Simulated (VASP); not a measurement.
```xyz
6
Lattice="1.6170 -2.8007 0.0000 1.6170 2.8007 0.0000 0.0000 0.0000 12.6637" Properties=species:S:1:pos:R:3 pbc="T T T"
W      1.6170     0.9336     3.1659
W      1.6170    -0.9336     9.4978
S      1.6170     0.9336    11.0997
S      1.6170    -0.9336     4.7679
S      1.6170    -0.9336     1.5640
S      1.6170     0.9336     7.8959
```

Level of theory: PBE GGA with D3 dispersion (zero damping), VASP's PBE PAW potentials (set 64) (plane waves; VASP). Run with 520 eV cut-off, 8×8×2 Γ-centred mesh, Gaussian smearing of 0.050 eV, potentials W_sv S.

### Question
The ions and cell shape at fixed volume are relaxed. Give the cell that the relaxation ends in.

### Answer

```xyz
6
Lattice="1.5941 -2.7610 0.0000 1.5941 2.7610 0.0000 0.0000 0.0000 13.0305" Properties=species:S:1:pos:R:3 pbc="T T T"
W      1.5941     0.9203     3.2576
W      1.5941    -0.9203     9.7729
S      1.5941     0.9203    11.3439
S      1.5941    -0.9203     4.8286
S      1.5941    -0.9203     1.6866
S      1.5941     0.9203     8.2018
```
Space group P6_3/mmc (194), at a tolerance of 0.03 Å.

### Question
How much energy does the relaxation gain?

### Answer
The energy (σ→0) changes by -22.2 meV/atom, in 8 ionic steps.

The compound is WS2 in the 2H layered structure. This cell is one point of a volume scan, at 1.06 of the reference volume. Symmetry was kept, so distortions that lower it aren't found.
